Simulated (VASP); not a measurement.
An input for Ansatz (written as the equivalent of a VASP run, and not itself run):

Ansatz 0.2 input:
```yaml
crystal:
  lattice:
    - [2.7748700, 0.0000000, 0.0000000]
    - [0.0000000, 2.7748700, 0.0000000]
    - [0.0000000, 0.0000000, 3.6370620]
  atoms:
    - { symbol: Mo, position: [0.5000000, 0.5000000, 0.5000000] }
    - { symbol: Ru, position: [0.0000000, 0.0000000, 0.0000000] }
kpoints:
  mp_grid: { grid: [11, 11, 9] }
hamiltonian:
  xc: pbe
  pseudopotentials: { kind: paw }
magnetization: { noncollinear: true, spin_orbit: true }
scf:
  occupations: { method: fermi_dirac, width: 0.136 }
  max_iter: 100
output: { forces: true, stress: true, eigenvalues: true }
```

**Question.** Write the VASP files for the same calculation (PBE+SOC).

**Answer.** This is not unique; one that fits is 
### INCAR
```
SYSTEM = MoRu
PREC = Accurate; ENCUT = 300; LREAL = .FALSE.
LASPH = .TRUE.
EDIFF = 1E-6; NELM = 100; ALGO = Normal
LMAXMIX = 4
ISMEAR = -1; SIGMA = 0.136
GGA = PE; GGA_COMPAT = .FALSE.
MAGMOM = 6*0.0; LSORBIT = .TRUE.; LNONCOLLINEAR = .TRUE.
ISIF = 2
LWAVE = .FALSE.; LCHARG = .FALSE.; LORBIT = 11
```

POSCAR:
```
MoRu
1
    2.7748700000     0.0000000000     0.0000000000
    0.0000000000     2.7748700000     0.0000000000
    0.0000000000     0.0000000000     3.6370620000
Mo Ru
1 1
Direct
  0.5000000000   0.5000000000   0.5000000000
  0.0000000000   0.0000000000   0.0000000000
```

**KPOINTS**
```
Automatic mesh
0
Gamma
11 11 9
0 0 0
```

POTCAR, in this order: Mo_sv Ru_pv (PBE.64 set). Program: vasp_ncl.

The two are equivalent in intent, not identical: each code has its own PAW files, so the cut-off isn't converted (ENCUT is set for VASP's; basis.ecutwfc is left out, and Ansatz then takes the one that its files recommend); Ansatz stops its SCF on the density residual and VASP on the energy change (EDIFF).

The structure was generated: MoRu was put into an ordered model structure, which need not be its known phase. The cell was not relaxed at this level. The run is one of a series of settings (GGA_COMPAT = .FALSE., LNONCOLLINEAR = .TRUE., LSORBIT = .TRUE., MAGMOM = 0.0 0.0 0.0 0.0 0.0 0.0, program vasp_ncl against the base run), some of them coarse on purpose.
